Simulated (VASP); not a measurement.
Level of theory: AM05 GGA, VASP's PBE PAW potentials (set 64) (plane waves; VASP 6.6.1).

A VASP calculation is set up with these files.

INCAR:
```
ALGO  =  Normal
EDIFF  =  1E-7
ENCUT  =  520
GGA  =  AM
ICHARG  =  11
ISMEAR  =  0
LASPH  =  .True.
LCHARG  =  .False.
LMAXMIX  =  4
LORBIT  =  11
LREAL  =  .False.
LWAVE  =  .False.
NELM  =  100
PREC  =  Accurate
SIGMA  =  0.05
SYSTEM  =  ZnS
```

### KPOINTS
```
k-points along high-symmetry lines
15
Line-mode
Reciprocal
  0.000000   0.000000   0.000000 ! GAMMA
 -0.500000  -0.500000   0.000000 ! X

 -0.500000  -0.500000   0.000000 ! X
 -0.375000  -0.375000   0.250000 ! U

 -0.375000   0.000000   0.375000 ! K
  0.000000   0.000000   0.000000 ! GAMMA

  0.000000   0.000000   0.000000 ! GAMMA
  0.000000   0.000000   0.500000 ! L

  0.000000   0.000000   0.500000 ! L
 -0.500000  -0.250000   0.250000 ! W

 -0.500000  -0.250000   0.250000 ! W
 -0.500000  -0.500000   0.000000 ! X
```

### POSCAR
```
ZnS
5.3742380
  0.0000000000   0.4999999554   0.4999999554
  0.4999999554   0.0000000000   0.4999999554
  0.4999999554   0.4999999554   0.0000000000
Zn S
1 1
Cartesian
  0.0000000000   0.0000000000   0.0000000000
  0.2499999777   0.2499999777   0.2499999777
```

POTCAR, in this order: Zn S (PBE.64 set). Program: vasp_std. Read from the step before: CHGCAR.

Output

**OUTCAR**
```
 ion  position               nearest neighbor table
   1  0.000  0.000  0.000-   2 2.33   2 2.33   2 2.33   2 2.33
   2  0.250  0.250  0.250-   1 2.33   1 2.33   1 2.33   1 2.33
  LATTYP: Found a face centered cubic cell.
 ALAT       =     5.3742375202
 Subroutine PRICEL returns:
 Original cell was already a primitive cell.
 Subroutine GETGRP returns: Found 24 space group operations
The static configuration has the point symmetry T_d .
The dynamic configuration has the point symmetry T_d .
 Subroutine INISYM returns: Found 24 space group operations
   k-points           NKPTS =     90   k-points in BZ     NKDIM =     90   number of bands    NBANDS=     13
   number of dos      NEDOS =    301   number of ions     NIONS =      2
   total plane-waves  NPLWV =  21952
   dimension x,y,z NGX =    28 NGY =   28 NGZ =   28
   dimension x,y,z NGXF=    56 NGYF=   56 NGZF=   56
   ions per type =               1   1
   PREC   = accura    normal or accurate (medium, high low for compatibility)
   ISTART =      0    job   : 0-new  1-cont  2-samecut
   ICHARG =     11    charge: 1-file 2-atom 10-const
   ISPIN  =      1    spin polarized calculation?
   LNONCOLLINEAR =      F non collinear calculations
   LSORBIT =      F    spin-orbit coupling
   INIWAV =      1    electr: 0-lowe 1-rand  2-diag
   ENCUT  =  520.0 eV  38.22 Ry    6.18 a.u.   7.07  7.07  7.07*2*pi/ulx,y,z
...
```

OSZICAR:
```
       N       E                     dE             d eps       ncg     rms          rms(c)
DAV:   1     0.895330672730E+02    0.89533E+02   -0.94192E+03  2340   0.168E+03
DAV:   2    -0.497243115469E-01   -0.89583E+02   -0.85132E+02  2520   0.293E+02
DAV:   3    -0.607269511161E+01   -0.60230E+01   -0.59903E+01  2930   0.743E+01
DAV:   4    -0.614148634952E+01   -0.68791E-01   -0.68770E-01  2625   0.832E+00
DAV:   5    -0.614243736488E+01   -0.95102E-03   -0.95099E-03  2890   0.952E-01
DAV:   6    -0.614245748759E+01   -0.20123E-04   -0.20123E-04  2725   0.138E-01
DAV:   7    -0.614245801529E+01   -0.52770E-06   -0.52769E-06  2865   0.216E-02
DAV:   8    -0.614245802911E+01   -0.13823E-07   -0.13805E-07  2372   0.362E-03
   1 F= -.61424580E+01 E0= -.61424580E+01  d E =-.708004E-13
```

**OUTCAR**
```
 val. band max:        2.2281652103   @ k =   0.0000   0.0000   0.0000

 cond. band min:       4.4011977986   @ k =   0.0000   0.0000   0.0000



 k-point     1 :       0.0000    0.0000    0.0000
  band No.  band energies     occupation
      1     -11.0047      2.00000
      2      -4.2265      2.00000
      3      -4.2265      2.00000
      4      -4.2265      2.00000
      5      -3.7112      2.00000
      6      -3.7112      2.00000
      7       2.2282      2.00000
      8       2.2282      2.00000
      9       2.2282      2.00000
     10       4.4012      0.00000
     11       8.5571      0.00000
     12       8.5571      0.00000
     13       8.5571      0.00000

 k-point     2 :      -0.0357   -0.0357    0.0000
  band No.  band energies     occupation
      1     -10.9911      2.00000
      2      -4.2285      2.00000
      3      -4.2232      2.00000
      4      -4.2232      2.00000
      5      -3.7128      2.00000
      6      -3.7102      2.00000
      7       2.0963      2.00000
      8       2.1891      2.00000
      9       2.1891      2.00000
     10       4.5453      0.00000
     11       8.4851      0.00000
     12       8.6143      0.00000
     13       8.6143      0.00000

 k-point     3 :      -0.0714   -0.0714    0.0000
  band No.  band energies     occupation
      1     -10.9507      2.00000
      2      -4.2343      2.00000
      3      -4.2132      2.00000
      4      -4.2132      2.00000
      5      -3.7173      2.00000
      6      -3.7073      2.00000
      7       1.7745      2.00000
      8       2.0770      2.00000
      9       2.0770      2.00000
     10       4.9005      0.00000
     11       8.2875      0.00000
     12       8.7813      0.00000
     13       8.7813      0.00000

 k-point     4 :      -0.1071   -0.1071    0.0000
  band No.  band energies     occupation
      1     -10.8847      2.00000
      2      -4.2431      2.00000
      3      -4.1968      2.00000
      4      -4.1968      2.00000
...
```

The density is held fixed in this step, so its total energy and stress have no physical meaning.

The compound is ZnS in the zinc blende structure. It was relaxed first.
